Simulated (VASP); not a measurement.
Level of theory: revTPSS meta-GGA, VASP's PBE PAW potentials (set 64) (plane waves; VASP).

VASP ran on this input.

INCAR:
```
# general
SYSTEM =HfO2
PREC   =Accurate
ENCUT  =520
LREAL  =F
LASPH  =T

# electronic loop
EDIFF  =1E-7
NELM   =100
ALGO   =Normal
LMAXMIX=6
LMIXTAU=T

# smearing
ISMEAR =-5

# functional
METAGGA=RTPSS

# ions
ISIF   =2

# output
LWAVE  =F
LCHARG =F
LORBIT =11
NEDOS  =601

# other
LEFG   =T
```

### KPOINTS_OPT
```
k-points along high-symmetry lines
10
Line-mode
Reciprocal
  0.000000   0.000000   0.000000 ! GAMMA
  0.500000   0.000000   0.500000 ! X

  0.500000   0.000000   0.500000 ! X
  0.625000   0.250000   0.625000 ! U

  0.375000   0.375000   0.750000 ! K
  0.000000   0.000000   0.000000 ! GAMMA

  0.000000   0.000000   0.000000 ! GAMMA
  0.500000   0.500000   0.500000 ! L

  0.500000   0.500000   0.500000 ! L
  0.500000   0.250000   0.750000 ! W

  0.500000   0.250000   0.750000 ! W
  0.500000   0.000000   0.500000 ! X
```

**POSCAR**
```
HfO2
1.0
  0.0000000000   2.5251393080   2.5251393080
  2.5251393080   0.0000000000   2.5251393080
  2.5251393080   2.5251393080   0.0000000000
Hf O
1 2
Cart
  0.0000000000   0.0000000000   0.0000000000
  1.2625696540   1.2625696540   1.2625696540
  3.7877089620   3.7877089620   3.7877089620
```

File KPOINTS:
```
Automatic mesh
0
Gamma
9 9 9
0 0 0
```

POTCAR, in this order: Hf_pv O (PBE.64 set). Program: vasp_std.

The resulting files:

OSZICAR:
```
       N       E                     dE             d eps       ncg     rms          rms(c)
DAV:   1     0.195135607448E+03    0.19514E+03   -0.13307E+04  1050   0.157E+03
DAV:   2     0.395052957102E+02   -0.15563E+03   -0.15330E+03  1484   0.426E+02
DAV:   3     0.337485834369E+02   -0.57567E+01   -0.57464E+01  1379   0.783E+01
DAV:   4     0.336939625089E+02   -0.54621E-01   -0.54610E-01  1351   0.909E+00
DAV:   5     0.336927019571E+02   -0.12606E-02   -0.12604E-02  1421   0.977E-01    0.668E+01
DAV:   6     0.224578604634E+01   -0.31447E+02   -0.13507E+02  1092   0.149E+02    0.281E+01
DAV:   7     0.386232297447E+01    0.16165E+01   -0.15959E+01  1309   0.305E+01    0.268E+01
DAV:   8     0.319799501771E+01   -0.66433E+00   -0.77387E+00  1316   0.180E+01    0.203E+01
DAV:   9     0.156701621119E+00   -0.30413E+01   -0.33833E+01  1211   0.353E+01    0.243E+01
DAV:  10     0.365723684656E+01    0.35005E+01   -0.68915E+00  1239   0.206E+01    0.455E+00
DAV:  11     0.355197113009E+01   -0.10527E+00   -0.36093E-01  1155   0.520E+00    0.737E-01
DAV:  12     0.351017728820E+01   -0.41794E-01   -0.17628E-02  1155   0.141E+00    0.404E-01
DAV:  13     0.351926540632E+01    0.90881E-02   -0.18644E-03  1253   0.486E-01    0.396E-01
DAV:  14     0.351086643813E+01   -0.83990E-02   -0.27355E-03  1127   0.673E-01    0.403E-01
DAV:  15     0.351010095232E+01   -0.76549E-03   -0.13637E-03  1134   0.273E-01    0.201E-01
DAV:  16     0.351009680094E+01   -0.41514E-05   -0.24386E-05  1330   0.564E-02    0.135E-01
DAV:  17     0.351009729557E+01    0.49463E-06   -0.15746E-05  1330   0.367E-02    0.571E-02
DAV:  18     0.351009713882E+01   -0.15675E-06   -0.38438E-06  1113   0.261E-02    0.706E-03
DAV:  19     0.351009105022E+01   -0.60886E-05   -0.53500E-06  1246   0.206E-02    0.172E-03
DAV:  20     0.351009083464E+01   -0.21558E-06   -0.10907E-06  1197   0.107E-02    0.414E-03
DAV:  21     0.351009055369E+01   -0.28096E-06   -0.16707E-07   889   0.585E-03    0.494E-03
DAV:  22     0.351009053742E+01   -0.16268E-07   -0.71486E-08   644   0.204E-03
   1 F= 0.35100905E+01 E0= 0.35100905E+01  d E =0.000000E+00
       N       E                     dE             ncg
       N       E                     dE             ncg
```

File OUTCAR:
```
------------------------ aborting loop because EDIFF is reached ----------------------------------------
  FORCE on cell =-STRESS in cart. coord.  units (eV):
  Direction    XX          YY          ZZ          XY          YZ          ZX
  --------------------------------------------------------------------------------------
  Total       -0.0026805     -0.0026805     -0.0026805     -0.0000000      0.0000000      0.0000000
  in kB       -0.1333650     -0.1333650     -0.1333650     -0.0000000      0.0000000      0.0000000
  external PRESSURE =      -0.1333650 kB  Pullay stress =       0.0000000 kB
  volume of cell :       32.20
      direct lattice vectors                 reciprocal lattice vectors
     0.000000000  2.525139308  2.525139308    -0.198008878  0.198008878  0.198008878
     2.525139308  0.000000000  2.525139308     0.198008878 -0.198008878  0.198008878
     2.525139308  2.525139308  0.000000000     0.198008878  0.198008878 -0.198008878
 POSITION                                       TOTAL-FORCE (eV/Angst)
 -----------------------------------------------------------------------------------
      0.00000      0.00000      0.00000        -0.000000     -0.000000     -0.000000
      1.26257      1.26257      1.26257        -0.000000     -0.000000     -0.000000
      3.78771      3.78771      3.78771         0.000000      0.000000      0.000000
 -----------------------------------------------------------------------------------
    total drift:                                0.000000      0.000000      0.000000
  FREE ENERGIE OF THE ION-ELECTRON SYSTEM (eV)
  ---------------------------------------------------
  free  energy   TOTEN  =         3.5100905374 eV

  energy  without entropy=        3.5100905374  energy(sigma->0) =        3.51009054

 total charge

# of ion       s       p       d       tot
------------------------------------------
    1        0.292   6.579   1.376   8.247
    2        1.553   3.544   0.000   5.097
    3        1.553   3.544   0.000   5.097
--------------------------------------------------
tot          3.398  13.667   1.376  18.442

 Electric field gradients after diagonalization (V/A^2)
 (convention: |V_zz| > |V_xx| > |V_yy|)
----------------------------------------------------------------------
 ion       V_xx      V_yy      V_zz     asymmetry (V_yy - V_xx)/ V_zz
----------------------------------------------------------------------
   1      -0.000    -0.000     0.001       0.000
   2       0.002     0.002    -0.004       0.000
   3       0.002     0.002    -0.004       0.000
```
(Selected blocks of OUTCAR.)

The compound is HfO2 in the fluorite structure, the high-temperature cubic form, which is unstable at 0 K; the monoclinic form is the stable one. It was relaxed first.
